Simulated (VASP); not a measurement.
NiO:

```xyz
2
Lattice="0.0000 2.0859 2.0859 2.0859 0.0000 2.0859 2.0859 2.0859 0.0000" Properties=species:S:1:pos:R:3 pbc="T T T"
Ni    0.0000    0.0000    0.0000
O     2.0859    2.0859    2.0859
```

Base run:

- Program: VASP 6.6.1
- Functional: PBE
- Potentials or basis: VASP PAW PBE potentials, release 64 (Ni, O)
- Cutoff: 600 eV
- k mesh: 12 × 12 × 12
- Occupations: gaussian, width 0.03 eV
- Spin: collinear spin, ferromagnetic start
- Starting moments: [2.0, 0.0] μB
- Hubbard terms: Ni d U = 6.2 eV

Its results: band gap on the k mesh 2.52 eV, indirect (least direct gap 3.20 eV); pressure 3.2 GPa; net moment 2.00 μB per cell; site moments Ni +1.82; O +0.17 μB.

Q: The run is repeated on the same cell with these changes: hubbard terms from Ni d U = 6.2 eV to none; further incar settings from ALGO = Normal; EDIFF = 1e-07; AMIX = 0.2; BMIX = 0.0001 to ALGO = Normal; EDIFF = 1e-06; NBANDS = 19; AMIX = 0.2; BMIX = 0.0001. What comes out?

A: Band gap on the k mesh none (metal or under the smearing width); pressure 4.5 GPa; net moment 1.65 μB per cell; site moments Ni +1.36; O +0.24 μB.

Caveats: a cell with one magnetic atom can't hold antiferromagnetic order, which such compounds often take; semilocal functionals often make such compounds metallic where correlation or magnetic order opens a gap, which also shifts bond lengths (some runs).

A k mesh can miss the band edges.

Not every run made on this cell is shown here.
